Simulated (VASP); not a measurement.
Given:

```yaml
crystal:
  lattice:
    - [1.94277, -3.36497, 0.00000]
    - [1.94277, 3.36497, 0.00000]
    - [0.00000, 0.00000, 12.53297]
  atoms:
    - { symbol: La, position: [0.00000, 0.00000, 0.50000] }
    - { symbol: La, position: [0.00000, 0.00000, 0.00000] }
    - { symbol: La, position: [0.33333, 0.66667, 0.25000] }
    - { symbol: La, position: [0.66667, 0.33333, 0.75000] }
```

Computed with vdW-DF2, VASP's PBE PAW potentials (set 64) (plane waves; VASP). Settings: 520 eV cut-off, 10×10×3 Γ-centred mesh, tetrahedra with Blöchl corrections, potentials La.

Task: Predict the energy per atom (σ→0), band gap (on the k-mesh) with the smallest direct gap where there is one.

Result: 
```json
{
 "band gap (on the k-mesh)": "none (metal, semimetal or under 0.01 eV)",
 "energy per atom (σ→0)": "-2.171 eV/atom"
}
```

The absolute energy has meaning only against runs of the same code, potentials and settings.

The compound is La in the dhcp structure. It was relaxed first, which changed the volume by +9 %.
